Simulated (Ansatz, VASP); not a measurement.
# CsPbCl3: VASP beside Ansatz

Wanted: the spread between two codes on one cell, functional and k mesh. Other levels of theory on this material are compared in a session of their own.

Main program and level: Ansatz 0.2.0; plane waves, with VASP 6.6.1 beside it; electric field gradients at r2SCAN.

## (1) Set-up

Symmetry: Pm-3m, No. 221, cubic system. Conventional cell: a = 5.605 Å, b = 5.605 Å, c = 5.605 Å, α = 90.00°, β = 90.00°, γ = 90.00°. Nearest to Pb lie 6 Cl at 2.80 Å. Cs has 12 Cl at 3.96 Å nearest. Nearest to Cl lie 2 Pb at 2.80 Å and 4 Cs at 3.96 Å. Farther neighbours and most contacts between anions are not listed.

Structure file:

```cif
data_structure
_symmetry_space_group_name_H-M 'Pm-3m'
_symmetry_Int_Tables_number 221
_cell_length_a 5.6050
_cell_length_b 5.6050
_cell_length_c 5.6050
_cell_angle_alpha 90.000
_cell_angle_beta 90.000
_cell_angle_gamma 90.000
_cell_volume 176.09
loop_
_atom_site_label
_atom_site_type_symbol
_atom_site_symmetry_multiplicity
_atom_site_Wyckoff_symbol
_atom_site_fract_x
_atom_site_fract_y
_atom_site_fract_z
_atom_site_occupancy
Pb1 Pb 1 b 0.50000 0.50000 0.50000 1
Cs1 Cs 1 a 0.00000 0.00000 0.00000 1
Cl1 Cl 3 c 0.50000 0.50000 0.00000 1
```

## (2) VASP: electric field gradients, r2SCAN

Field gradients test the density near the nuclei, where the PAW reconstruction matters most.

Lines of VASP's logs that name or quote its potential files are left out, and so is its time.

File INCAR:

```
SYSTEM = CsPbCl3
PREC = Accurate
ENCUT = 400
EDIFF = 1E-07
NELM = 100
ISMEAR = -1
SIGMA = 0.05
LREAL = .FALSE.
ALGO = Normal
METAGGA = R2SCAN
LASPH = .TRUE.
NBANDS = 28
LORBIT = 11
LWAVE = .FALSE.
LCHARG = .FALSE.
KPAR = 2
LEFG = .TRUE.
```

File POSCAR:

```
CsPbCl3
1.0
    5.6050000000      0.0000000000      0.0000000000
    0.0000000000      5.6050000000      0.0000000000
    0.0000000000      0.0000000000      5.6050000000
Pb Cs Cl
1 1 3
Direct
    0.5000000000      0.5000000000      0.5000000000
    0.0000000000      0.0000000000      0.0000000000
    0.5000000000      0.5000000000      0.0000000000
    0.0000000000      0.5000000000      0.5000000000
    0.5000000000      0.0000000000      0.5000000000
```

File KPOINTS:

```
Automatic mesh
0
Gamma
6 6 6
0 0 0
```

PAW data sets: Pb_d, Cs_sv and Cl (PBE family, release 64).

Launch:

```sh
> mpirun -np 2 vasp_std
```

Numbers of over 12 decimals in the logs are rounded to 6 here.

The log of the run:

```text
[banner, memory and clock lines left out]
running    2 mpi-ranks, on    1 nodes
 distrk:  each k-point on    1 cores,    2 groups
 distr:  one band on    1 cores,    1 groups

 POSCAR found type information on POSCAR PbCsCl
 POSCAR found :  3 types and       5 ions
|                                                                             |
|               ----> ADVICE to this user running VASP <----                  |
|                                                                             |
|     You enforced a specific xc type in the INCAR file but a different       |
|     [... a line on the potential file left out ...]
|     I HOPE YOU KNOW WHAT YOU ARE DOING!                                     |
|                                                                             |

 LDA part: xc-table for (None), standard interpolation
 POSCAR, INCAR and KPOINTS ok, starting setup
 FFT: planning ... GRIDC
 FFT: planning ... GRID_SOFT
 FFT: planning ... GRID
 WAVECAR not read
 entering main loop
       N       E                     dE             d eps       ncg     rms          rms(c)
DAV:   1     0.280305112372E+03    0.28031E+03   -0.17461E+04  1120   0.121E+03
DAV:   2    -0.740599350170E+02   -0.35437E+03   -0.34307E+03  1332   0.310E+02
DAV:   3    -0.117786475439E+03   -0.43727E+02   -0.43150E+02  1412   0.119E+02
DAV:   4    -0.119371503140E+03   -0.15850E+01   -0.15800E+01  1484   0.280E+01
DAV:   5    -0.119424846910E+03   -0.53344E-01   -0.53289E-01  1488   0.427E+00    0.555E+00
DAV:   6    -0.108162381729E+03    0.11262E+02   -0.30932E+00  1248   0.264E+01    0.414E+00
DAV:   7    -0.108122859873E+03    0.39522E-01   -0.12293E+00  1688   0.648E+00    0.265E+00
DAV:   8    -0.108143659701E+03   -0.20800E-01   -0.67177E-02  1564   0.213E+00    0.116E+00
DAV:   9    -0.108157220986E+03   -0.13561E-01   -0.18818E-02  1228   0.120E+00    0.214E-01
DAV:  10    -0.108157835802E+03   -0.61482E-03   -0.36221E-03  1756   0.457E-01    0.971E-02
DAV:  11    -0.108158483025E+03   -0.64722E-03   -0.14030E-03  1368   0.269E-01    0.300E-02
DAV:  12    -0.108158460597E+03    0.22428E-04   -0.78626E-05  1440   0.793E-02    0.164E-02
DAV:  13    -0.108158457053E+03    0.35441E-05   -0.54512E-05  1304   0.468E-02    0.976E-03
DAV:  14    -0.108158455769E+03    0.12838E-05   -0.21700E-06  1432   0.105E-02    0.262E-03
DAV:  15    -0.108158455498E+03    0.27032E-06   -0.28865E-07  1148   0.344E-03    0.892E-04
DAV:  16    -0.108158455471E+03    0.27575E-07   -0.11506E-07   852   0.257E-03
ion   1
     0.0000000    -0.0000000     0.0000000     0.0000000     0.0000000     0.0000000
     0.0000688    -0.0000000     0.0000000     0.0000000     0.0000000     0.0000000
     0.0000947    -0.0000000     0.0000000     0.0000000     0.0000000     0.0000000
     0.0001304    -0.0000000     0.0000000     0.0000000     0.0000000     0.0000000
     0.0001796    -0.0000000     0.0000000     0.0000000     0.0000000     0.0000000

     0.0000000     0.0000000    -0.0000000     0.0000000     0.0000000     0.0000000
     0.0000688     0.0000000    -0.0000000     0.0000000     0.0000000     0.0000000
     0.0000947     0.0000000    -0.0000000     0.0000000     0.0000000     0.0000000
     0.0001304     0.0000000    -0.0000000     0.0000000     0.0000000     0.0000000
     0.0001796     0.0000000    -0.0000000     0.0000000     0.0000000     0.0000000

ion   2
     0.0000000     0.0000000     0.0000000    -0.0000000    -0.0000000    -0.0000000
     0.0000593     0.0000000     0.0000000    -0.0000000    -0.0000000    -0.0000000
     0.0000817     0.0000000     0.0000000    -0.0000000    -0.0000000    -0.0000000
     0.0001125     0.0000000     0.0000000    -0.0000000    -0.0000000    -0.0000000
     0.0001549     0.0000000     0.0000000    -0.0000000    -0.0000000    -0.0000000

     0.0000000     0.0000000     0.0000000    -0.0000000    -0.0000000    -0.0000000
     0.0000593     0.0000000     0.0000000    -0.0000000    -0.0000000    -0.0000000
     0.0000817     0.0000000     0.0000000    -0.0000000    -0.0000000    -0.0000000
     0.0001125     0.0000000     0.0000000    -0.0000000    -0.0000000    -0.0000000
     0.0001549     0.0000000     0.0000000    -0.0000000    -0.0000000    -0.0000000

ion   3
     0.0000000     0.0000000     0.0000000    -3.3985554     0.0000000    -0.0000000
     0.0000382     0.0000000     0.0000000    -3.3985553     0.0000000    -0.0000000
     0.0000526     0.0000000     0.0000000    -3.3985553     0.0000000    -0.0000000
     0.0000724     0.0000000     0.0000000    -3.3985553     0.0000000    -0.0000000
     0.0000997     0.0000000     0.0000000    -3.3985552     0.0000000    -0.0000000

     0.0000000     0.0000000     0.0000000   -58.7991957     0.0000000    -0.0000000
     0.0000382     0.0000000     0.0000000   -58.7989823     0.0000000    -0.0000000
     0.0000526     0.0000000     0.0000000   -58.7988532     0.0000000    -0.0000000
     0.0000724     0.0000000     0.0000000   -58.7986390     0.0000000    -0.0000000
     0.0000997     0.0000000     0.0000000   -58.7982863     0.0000000    -0.0000000

ion   4
     0.0000000     0.0000000    -0.0000000     1.6992777    -0.0000000    -2.9432353
     0.0000382     0.0000000    -0.0000000     1.6992777    -0.0000000    -2.9432353
     0.0000526     0.0000000    -0.0000000     1.6992777    -0.0000000    -2.9432352
     0.0000724     0.0000000    -0.0000000     1.6992776    -0.0000000    -2.9432352
     0.0000997     0.0000000    -0.0000000     1.6992776    -0.0000000    -2.9432351

     0.0000000     0.0000000    -0.0000000    29.3995979    -0.0000000   -50.9215972
     0.0000382     0.0000000    -0.0000000    29.3994911    -0.0000000   -50.9214123
     0.0000526     0.0000000    -0.0000000    29.3994266    -0.0000000   -50.9213006
     0.0000724     0.0000000    -0.0000000    29.3993195    -0.0000000   -50.9211151
     0.0000997     0.0000000    -0.0000000    29.3991432    -0.0000000   -50.9208097

ion   5
     0.0000000    -0.0000000    -0.0000000     1.6992777     0.0000000     2.9432353
     0.0000382    -0.0000000    -0.0000000     1.6992777     0.0000000     2.9432353
     0.0000526    -0.0000000    -0.0000000     1.6992777     0.0000000     2.9432352
     0.0000724    -0.0000000    -0.0000000     1.6992776     0.0000000     2.9432352
     0.0000997    -0.0000000    -0.0000000     1.6992776     0.0000000     2.9432351

     0.0000000    -0.0000000    -0.0000000    29.3995979     0.0000000    50.9215972
     0.0000382    -0.0000000    -0.0000000    29.3994911     0.0000000    50.9214123
     0.0000526    -0.0000000    -0.0000000    29.3994266     0.0000000    50.9213006
     0.0000724    -0.0000000    -0.0000000    29.3993195     0.0000000    50.9211151
     0.0000997    -0.0000000    -0.0000000    29.3991432     0.0000000    50.9208097

   1 F= -.10815846E+03 E0= -.10815846E+03  d E =-.287288E-10
```

Parts of OUTCAR (step 2):

```text
ion  position               nearest neighbor table
   1  0.500  0.500  0.500-   3 2.80   4 2.80   5 2.80   3 2.80   5 2.80   4 2.80
   2  0.000  0.000  0.000-
   3  0.500  0.500  0.000-   1 2.80   1 2.80
   4  0.000  0.500  0.500-   1 2.80   1 2.80
   5  0.500  0.000  0.500-   1 2.80   1 2.80

  LATTYP: Found a simple cubic cell.
 ALAT       =     5.6050000000

 Subroutine GETGRP returns: Found 48 space group operations
 (whereof 48 operations were pure point group operations)

The static configuration has the point symmetry O_h .

 Found     20 irreducible k-points:

   k-points           NKPTS =     20   k-points in BZ     NKDIM =     20   number of bands    NBANDS=     28

   dimension x,y,z NGX =    40 NGY =   40 NGZ =   40
   dimension x,y,z NGXF=    80 NGYF=   80 NGZF=   80

   ENCUT  =  400.0 eV  29.40 Ry    5.42 a.u.   9.14  9.14  9.14*2*pi/ulx,y,z

   NELECT =      44.0000    total number of electrons

 k-points in reciprocal lattice and weights: Automatic mesh
   0.00000000  0.00000000  0.00000000       0.005
   0.16666667  0.00000000  0.00000000       0.028
   0.33333333  0.00000000  0.00000000       0.028
   0.50000000  0.00000000  0.00000000       0.014
   0.16666667  0.16666667  0.00000000       0.056
   0.33333333  0.16666667  0.00000000       0.111
   0.50000000  0.16666667  0.00000000       0.056
   0.33333333  0.33333333  0.00000000       0.056
   0.50000000  0.33333333  0.00000000       0.056
[...]
0.50000000  0.50000000  0.33333333       0.028
   0.50000000  0.50000000  0.50000000       0.005

 average (electrostatic) potential at core
       1-101.5136       2 -54.8711       3 -96.7710       4 -96.7710       5 -96.7710

 E-fermi :   2.5816

 k-point     1 :       0.0000    0.0000    0.0000
  band No.  band energies     occupation
    ...
     18      -1.2555      2.00000
     19      -1.2555      2.00000
     20      -1.1431      2.00000
     21      -1.1431      2.00000
     22      -1.1431      2.00000
     23       5.3966      0.00000
     24       6.2106      0.00000
     25       6.2106      0.00000
     26       7.2180      0.00000
     27       7.2180      0.00000
    ...

 k-point     2 :       0.1667    0.0000    0.0000
  band No.  band energies     occupation
    ...
     18      -1.2799      2.00000
     19      -1.2799      2.00000
     20      -1.1710      2.00000
     21      -1.1710      2.00000
     22      -1.1203      2.00000
     23       5.6575      0.00000
     24       6.4102      0.00000
     25       6.4103      0.00000
     26       7.3033      0.00000
     27       7.3033      0.00000
    ...

 k-point     3 :       0.3333    0.0000    0.0000
  band No.  band energies     occupation
    ...
     18      -1.3284      2.00000
     19      -1.3284      2.00000
     20      -1.2270      2.00000
     21      -1.2270      2.00000
     22      -0.7150      2.00000
     23       5.7691      0.00000
     24       6.4612      0.00000
     25       6.8701      0.00000
     26       7.0108      0.00000
     27       7.3707      0.00000
    ...

  Total        1.0134182      1.0134182      1.0134182     -0.0000000     -0.0000000     -0.0000000
  in kB        9.2208816      9.2208816      9.2208816     -0.0000000     -0.0000000     -0.0000000
  external PRESSURE =       9.2208816 kB  Pullay stress =       0.0000000 kB

  energy-cutoff  :      400.00
  volume of cell :      176.09
      direct lattice vectors                 reciprocal lattice vectors
     5.605000000  0.000000000  0.000000000     0.178412132  0.000000000  0.000000000
     0.000000000  5.605000000  0.000000000     0.000000000  0.178412132  0.000000000
     0.000000000  0.000000000  5.605000000     0.000000000  0.000000000  0.178412132

 POSITION                                       TOTAL-FORCE (eV/Angst)
 -----------------------------------------------------------------------------------
      2.80250      2.80250      2.80250         0.000000      0.000000      0.000000
      0.00000      0.00000      0.00000         0.000000      0.000000      0.000000
      2.80250      2.80250      0.00000         0.000000      0.000000      0.000000
      0.00000      2.80250      2.80250         0.000000      0.000000      0.000000
      2.80250      0.00000      2.80250         0.000000      0.000000      0.000000
 -----------------------------------------------------------------------------------
    total drift:                                0.000000      0.000000     -0.000000

  FREE ENERGIE OF THE ION-ELECTRON SYSTEM (eV)
  ---------------------------------------------------
  free  energy   TOTEN  =      -108.1584554709 eV

  energy  without entropy=     -108.1584554709  energy(sigma->0) =     -108.15845547

 Electric field gradients after diagonalization (V/A^2)
 (convention: |V_zz| > |V_xx| > |V_yy|)
----------------------------------------------------------------------
 ion       V_xx      V_yy      V_zz     asymmetry (V_yy - V_xx)/ V_zz
----------------------------------------------------------------------
   1       0.000     0.000     0.000      -0.061
   2       0.000     0.000    -0.000       0.222
   3     -37.458   -37.458    74.917       0.000
   4     -37.458   -37.458    74.917       0.000
   5     -37.458   -37.458    74.917       0.000
----------------------------------------------------------------------

 total charge
# of ion       s       p       d       tot
------------------------------------------
    1        1.521   0.418   9.857  11.796
    2        1.855   4.720   0.010   6.586
    3        1.607   3.560   0.000   5.166
    4        1.607   3.560   0.000   5.166
    5        1.607   3.560   0.000   5.166
--------------------------------------------------
tot          8.196  15.818   9.867  33.881

[... 3 further parts left out ...]
```

The run ends at a pressure of 0.92 GPa.

(Part 1 of 2 ends here.)

[Lines on the potential files, build, host, timing and source positions are cut from VASP's logs without a mark.]

[Logs are printed without paths, hosts, clocks, repeated set-up lines and the standing remarks that a program may print on its own settings, such as how far it seeks lower states.]

[Hosts, paths, dates, database ids (printed as entryN), source tags and the programs' standing remarks are cut or masked in the printed files.]
